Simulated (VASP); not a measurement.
```
CELL_PARAMETERS angstrom
      2.93800     0.00000     0.00000
     -1.46900     2.54438     0.00000
      0.00000     0.00000     2.88300
ATOMIC_POSITIONS crystal
  N  0.00000 0.00000 0.00000
  Ta 0.33333 0.66667 0.50000
```

These are PBEsol GGA, VASP's PBE PAW potentials (set 64) (plane waves; VASP) values and carry that method's errors. Numerical set-up: 520 eV cut-off, 9×9×8 Γ-centred mesh, Gaussian smearing of 0.050 eV, potentials N Ta_pv.

The ions, cell shape and volume are relaxed. Which structure does the run end with?

```
CELL_PARAMETERS angstrom
      2.92543     0.00000     0.00000
     -1.46272     2.53350     0.00000
      0.00000     0.00000     2.87404
ATOMIC_POSITIONS crystal
  N  0.00000 0.00000 0.00000
  Ta 0.33333 0.66667 0.50000
```
Space group P-6m2 (187), at a tolerance of 0.03 Å.

How do energy and volume change from the first to the last step?

The energy (σ→0) changes by -1.6 meV/atom and the volume by -1.2 %, in 7 ionic steps.

| step | E(σ→0) (eV) | max force (eV/Å) | pressure (GPa) | volume (Å³) |
|---|---|---|---|---|
| 1 | -23.8032 | 0.000 | -4.09 | 21.55 |
| 2 | -23.7862 | 0.000 | 11.09 | 20.70 |
| 3 | -23.8064 | 0.000 | 0.00 | 21.31 |
| 4 | -23.8064 | 0.000 | 0.04 | 21.30 |
| 5 | -23.8064 | 0.000 | 0.05 | 21.30 |
| 6 | -23.8064 | 0.000 | 0.05 | 21.30 |
| 7 | -23.8064 | 0.000 | 0.05 | 21.30 |

The structure comes from a measured TaN entry (P-6m2) of the Crystallography Open Database, whose conditions weren't checked. This run relaxes it. Symmetry was kept, so distortions that lower it aren't found.
